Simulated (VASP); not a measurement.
PtSe2:

```xyz
3
Lattice="3.7240 0.0000 0.0000 -1.8620 3.2251 0.0000 0.0000 0.0000 4.8950" Properties=species:S:1:pos:R:3 pbc="T T T"
Pt    0.0000    0.0000    0.0000
Se    0.0000    2.1501    1.2655
Se    1.8620    1.0750    3.6295
```

| Quantity | Value |
| --- | --- |
| Program | VASP 6.6.1 |
| Task | relaxation of the atoms |
| Functional | PBE |
| Dispersion | D3(BJ) |
| Potentials or basis | VASP PAW PBE potentials, release 64 (Pt, Se) |
| Cutoff | 520 eV |
| k mesh | 10 × 10 × 8 |
| Occupations | gaussian, width 0.05 eV |
| Spin | no spin polarisation |

At the start: pressure 4.3 GPa; volume 19.60 Å³/atom.

Q: Where does the relaxation end?

A: Over 3 steps the energy falls by 6.9 meV/atom; space group P-3m1 (No. 164, to 0.05 Å).

The path:
| step | energy change (eV) | largest force (eV/Å) | pressure (GPa) |
| --- | --- | --- | --- |
| 1 | 0.0000 | 0.5196 | 4.32 |
| 2 | -0.0177 | 0.1927 | 2.73 |
| 3 | -0.0207 | 0.0046 | 1.76 |

Final structure:
```cif
data_structure
_symmetry_space_group_name_H-M 'P 1'
_symmetry_Int_Tables_number 1
_cell_length_a 3.7240
_cell_length_b 3.7240
_cell_length_c 4.8950
_cell_angle_alpha 90.000
_cell_angle_beta 90.000
_cell_angle_gamma 120.000
_cell_volume 58.79
loop_
_atom_site_label
_atom_site_type_symbol
_atom_site_fract_x
_atom_site_fract_y
_atom_site_fract_z
_atom_site_occupancy
Pt1 Pt 0.00000 0.00000 0.00000 1
Se1 Se 0.33333 0.66667 0.26691 1
Se2 Se 0.66667 0.33333 0.73309 1
```

Caveat: pairwise dispersion overbinds metals, which lowers pressure and volume.
